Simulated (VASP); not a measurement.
# HfAlO (P4_2/mmc) in VASP: a series of runs, part 2 of 2

VASP 6.6.1.

## 3. Relaxation of cell and atoms, PBE

This run uses another cell than the first one, of 12.10 Å³/atom, 0.801 times its volume.

INCAR

```
ALGO = Normal
EDIFF = 1E-6
EDIFFG = -0.04
ENCUT = 600
GGA = PE
IBRION = 2
ISIF = 3
ISMEAR = 0
LASPH = T
LCHARG = F
LREAL = F
LWAVE = F
NELM = 100
NSW = 90
PREC = Accurate
SIGMA = 0.1
```

KPOINTS

```
k-points
0
Gamma
  6 6 4
```

POSCAR

```
HfAlO
1.0
    3.7166356300      0.0000000000      0.0000000000
    0.0000000000      3.7166356300      0.0000000000
    0.0000000000      0.0000000000      5.2561165100
Hf Al O
2 2 2
Direct
    0.5000000000      0.5000000000      0.2500000000
    0.5000000000      0.5000000000      0.7500000000
    0.0000000000      0.0000000000      0.7500000000
    0.0000000000      0.0000000000      0.2500000000
    0.0000000000      0.5000000000      0.0000000000
    0.5000000000      0.0000000000      0.5000000000
```

Potentials or basis: VASP PAW PBE potentials, release 64 (Hf_pv, Al, O).

On the command line:

```console
$ cat potpaw_PBE.64/Hf_pv/POTCAR potpaw_PBE.64/Al/POTCAR potpaw_PBE.64/O/POTCAR > POTCAR
$ mpirun -np 1 vasp_std > vasp.out
```

Wall time 4.7 min (1 thread of Intel Xeon Platinum 8259CL at 2.50GHz (Skylake/Cascade Lake), shared host); peak memory 0.23 GiB.

The run converged. Its results:

* Free energy: -39.9956 eV
* Relaxed volume: 15.09 Å³/atom
* Relaxed cell: a = 3.948 Å, b = 3.948 Å, c = 5.807 Å, α = 90.00°, β = 90.00°, γ = 90.00°
* Space group after relaxing (to 0.05 Å): P4_2/mmc (No. 131)
* Energy gained by relaxing: 280.5 meV/atom
* Ionic steps: 8
* Pressure after relaxing: -0.3 GPa
* Band gap on the k mesh: none (metal or under the smearing width)

The path:
| step | energy change (eV) | largest force (eV/Å) | pressure (GPa) | volume (Å³) |
| --- | --- | --- | --- | --- |
| 1 | 0.0000 | 0.0000 | 36.38 | 72.60 |
| 2 | -0.9890 | 0.0000 | -12.78 | 105.46 |
| 3 | -1.6687 | 0.0000 | -0.21 | 90.28 |
| 4 | -1.6683 | 0.0000 | 0.26 | 89.90 |
| 5 | -1.6797 | 0.0000 | 0.42 | 89.83 |
| 6 | -1.6825 | 0.0000 | 0.58 | 89.77 |
| 7 | -1.6825 | 0.0000 | 0.59 | 89.77 |
| 8 | -1.6832 | 0.0000 | -0.31 | 90.53 |

Final structure:
```xyz
6
Lattice="3.9483 0.0000 0.0000 0.0000 3.9483 0.0000 0.0000 0.0000 5.8072" Properties=species:S:1:pos:R:3 pbc="T T T"
Hf    1.9742    1.9742    1.4518
Hf    1.9742    1.9742    4.3554
Al    3.9483    0.0000    4.3554
Al    0.0000    0.0000    1.4518
O     0.0000    1.9742    0.0000
O     1.9742    0.0000    2.9036
```

Levels at points of the mesh, in eV from the Fermi level:
| k point | band 15 | band 16 | band 17 | band 18 | band 19 | band 20 | band 21 | band 22 | band 23 |
| --- | --- | --- | --- | --- | --- | --- | --- | --- | --- |
| (0.00, 0.00, 0.00) | -5.40 | -2.73 | -2.10 | -0.05 | 0.43 | 1.43 | 1.79 | 2.58 | 2.58 |
| (0.50, 0.00, 0.00) | -2.60 | -2.55 | -0.96 | -0.80 | -0.74 | -0.46 | -0.25 | 1.00 | 1.81 |
| (0.50, 0.50, 0.00) | -3.66 | -2.49 | -2.49 | -0.35 | -0.22 | 1.90 | 2.23 | 2.23 | 2.67 |
| (0.00, 0.00, 0.50) | -3.28 | -3.28 | -0.99 | -0.99 | 0.89 | 0.89 | 1.71 | 1.71 | 1.96 |
| (0.50, 0.00, 0.50) | -3.76 | -1.63 | -1.39 | -0.74 | -0.37 | 0.62 | 0.77 | 1.19 | 1.28 |
| (0.50, 0.50, 0.50) | -2.06 | -2.06 | -1.52 | -1.52 | 1.32 | 1.32 | 1.56 | 1.56 | 1.99 |

Caveat: the volume moved by over 15 % at a fixed basis, so the end points are rough. Spin-orbit coupling is left out, which matters for the levels of Hf.

## 4. Single point, PBE

This run uses another cell than the first one, of 15.15 Å³/atom, 1.002 times its volume.

INCAR

```
SYSTEM = HfAlO
ALGO = Fast ; EDIFF = 1E-6
ENCUT = 520 ; GGA = PE
ISIF = 2 ; ISMEAR = 0
LASPH = .True. ; LCHARG = .False.
LREAL = .False. ; LWAVE = .False.
NBANDS = 28 ; NELM = 100
PREC = Accurate ; SIGMA = 0.1
```

KPOINTS

```
k-points
0
Gamma
  10 10 8
  0 0 0
```

Edit POSCAR of step 3 so:

```diff
@@ -2,5 +2,5 @@
 1.0
-    3.7166356300      0.0000000000      0.0000000000
-    0.0000000000      3.7166356300      0.0000000000
-    0.0000000000      0.0000000000      5.2561165100
+    3.9391667246      0.0000000000      0.0000000000
+    0.0000000000      3.9391667246      0.0000000000
+    0.0000000000      0.0000000000      5.8564756967
 Hf Al O
```

Potentials or basis: VASP PAW PBE potentials, release 64 (Hf_pv, Al, O).

On the command line:

```console
$ cat potpaw_PBE.64/Hf_pv/POTCAR potpaw_PBE.64/Al/POTCAR potpaw_PBE.64/O/POTCAR > POTCAR
$ mpirun -np 1 vasp_std > vasp.out
```

OUTCAR:

```text
SYSTEM = HfAlO
   EDIFF = 1E-6
   ENCUT = 520
   GGA = PE
   ISIF = 2
   ISMEAR = 0
   LASPH = .True.
   LREAL = .False.
   NELM = 100
   PREC = Accurate

 ion  position               nearest neighbor table
   1  0.500  0.500  0.250-   5 2.45   6 2.45   6 2.45   5 2.45   4 2.79   4 2.79   4 2.79   4 2.79
                             2 2.93   2 2.93
   2  0.500  0.500  0.750-   5 2.45   6 2.45   6 2.45   5 2.45   3 2.79   3 2.79   3 2.79   3 2.79
                             1 2.93   1 2.93
   3  0.000  0.000  0.750-   5 2.45   6 2.45   5 2.45   6 2.45   2 2.79   2 2.79   2 2.79   2 2.79
                             4 2.93   4 2.93
   4  0.000  0.000  0.250-   5 2.45   6 2.45   5 2.45   6 2.45   1 2.79   1 2.79   1 2.79   1 2.79
                             3 2.93   3 2.93
   5  0.000  0.500  0.000-   1 2.45   2 2.45   3 2.45   4 2.45   3 2.45   4 2.45   1 2.45   2 2.45

   6  0.500  0.000  0.500-   1 2.45   2 2.45   3 2.45   4 2.45   1 2.45   2 2.45   3 2.45   4 2.45

  LATTYP: Found a simple tetragonal cell.
 ALAT       =     3.9391667246
 C/A-ratio  =     1.4867295817

  Lattice vectors:

[... 186 lines left out ...]
  ---------------------------------------------------
  free energy    TOTEN  =       -40.00079729 eV

  energy without entropy =      -39.98673382  energy(sigma->0) =      -39.99376555

 E-fermi :   6.4812     XC(G=0): -11.0106

 val. band max:        6.4634029556   @ k =   0.5000   0.1000   0.0000
 cond. band min:       6.4898201003   @ k =   0.5000   0.0000   0.1250
 fundamental gap:      0.0264171447
 Fermi energy:         6.4812188757

 k-point     1 :       0.0000    0.0000    0.0000
  band No.  band energies     occupation
      1     -25.2111      2.00000
      2     -24.8689      2.00000
      3     -24.8689      2.00000
      4     -24.7651      2.00000
      5     -24.7651      2.00000
      6     -24.3306      2.00000
[... 733 lines left out ...]
     27      10.5237      0.00000
     28      11.0970      0.00000

 [... further k-points ...]
[... 5 lines left out ...]
  --------------------------------------------------------------------------------------
  -------------------------------------------------------------------------------------
  Total       -0.3234632     -0.3234632     -0.4664133     -0.0000000      0.0000000      0.0000000
  in kB       -5.7028296     -5.7028296     -8.2231164     -0.0000000      0.0000000      0.0000000
  external PRESSURE =      -6.5429252 kB  Pullay stress =       0.0000000 kB

 VOLUME and BASIS-vectors are now :
 -----------------------------------------------------------------------------
  energy-cutoff  :      520.00
  volume of cell :       90.88
      direct lattice vectors                 reciprocal lattice vectors
     3.939166725  0.000000000  0.000000000     0.253860796  0.000000000  0.000000000
     0.000000000  3.939166725  0.000000000     0.000000000  0.253860796  0.000000000
     0.000000000  0.000000000  5.856475697     0.000000000  0.000000000  0.170751157

 POSITION                                       TOTAL-FORCE (eV/Angst)
 -----------------------------------------------------------------------------------
      1.96958      1.96958      1.46412        -0.000000      0.000000     -0.000000
      1.96958      1.96958      4.39236         0.000000     -0.000000      0.000000
      0.00000      0.00000      4.39236        -0.000000     -0.000000      0.000000
      0.00000      0.00000      1.46412        -0.000000     -0.000000      0.000000
      0.00000      1.96958      0.00000        -0.000000     -0.000000      0.000000
      1.96958      0.00000      2.92824        -0.000000     -0.000000      0.000000
 -----------------------------------------------------------------------------------
    total drift:                                0.000000      0.000000      0.000000

  FREE ENERGIE OF THE ION-ELECTRON SYSTEM (eV)
  ---------------------------------------------------
  free  energy   TOTEN  =       -40.0007972885 eV

  energy  without entropy=      -39.9867338191  energy(sigma->0) =      -39.99376555
```

OSZICAR:

```text
N       E                     dE             d eps       ncg     rms          rms(c)
DAV:   1     0.167000955971E+03    0.16700E+03   -0.19698E+04  5904   0.126E+03
DAV:   2    -0.311741248979E+02   -0.19818E+03   -0.19138E+03  7328   0.295E+02
DAV:   3    -0.440351978810E+02   -0.12861E+02   -0.12679E+02  7648   0.593E+01
DAV:   4    -0.442041127064E+02   -0.16891E+00   -0.16846E+00  7392   0.747E+00
DAV:   5    -0.442063847930E+02   -0.22721E-02   -0.22711E-02  7436   0.872E-01    0.438E+01
RMM:   6    -0.406629975207E+02    0.35434E+01   -0.17978E+01  6205   0.167E+01    0.368E+01
RMM:   7    -0.400826475176E+02    0.58035E+00   -0.33338E+00  6278   0.853E+00    0.223E+01
RMM:   8    -0.400266014699E+02    0.56046E-01   -0.94891E-01  7016   0.473E+00    0.314E+00
RMM:   9    -0.400003889456E+02    0.26213E-01   -0.15429E-01  7467   0.183E+00    0.171E+00
RMM:  10    -0.400013340714E+02   -0.94513E-03   -0.34455E-02  8015   0.685E-01    0.312E-01
RMM:  11    -0.400010651274E+02    0.26894E-03   -0.11571E-02  7439   0.407E-01    0.280E-01
RMM:  12    -0.400007380102E+02    0.32712E-03   -0.20475E-03  7864   0.173E-01    0.653E-02
RMM:  13    -0.400008028019E+02   -0.64792E-04   -0.68612E-04  8543   0.851E-02    0.408E-02
RMM:  14    -0.400007967803E+02    0.60216E-05   -0.72906E-05  7922   0.356E-02    0.147E-02
RMM:  15    -0.400007979613E+02   -0.11810E-05   -0.21230E-05  7624   0.168E-02    0.165E-02
RMM:  16    -0.400007972885E+02    0.67280E-06   -0.58293E-06  6617   0.913E-03
   1 F= -.40000797E+02 E0= -.39993766E+02  d E =-.140635E-01
```

Wall time 3.7 min (1 thread of Intel Xeon Platinum 8488C (Sapphire Rapids), shared host); peak memory 0.37 GiB.

Results:

- Free energy: -40.0008 eV
- Pressure: -0.7 GPa
- Band gap on the k mesh: none (metal or under the smearing width)

## 5. The runs side by side

```tsv
task	cell	k mesh	cutoff (eV)	gap on the mesh (eV)	pressure (GPa)
single point	P4_2/mmc, 15.11 Å³/atom	6 × 6 × 4	520	none	-0.5
relaxation of cell and atoms	relaxed	6 × 6 × 4	600	none	-0.3
single point	P4_2/mmc, 15.15 Å³/atom	10 × 10 × 8	520	none	-0.7
```

Alike in all rows: level PBE; potentials or basis VASP PAW PBE potentials, release 64 (Hf_pv, Al, O); no spin polarisation; smearing gaussian 0.1 eV.

Caveats: the volume moved by over 15 % at a fixed basis, so the end points are rough (some runs).

Total energies depend on the potentials used, so only differences within one code and one set of settings carry meaning.
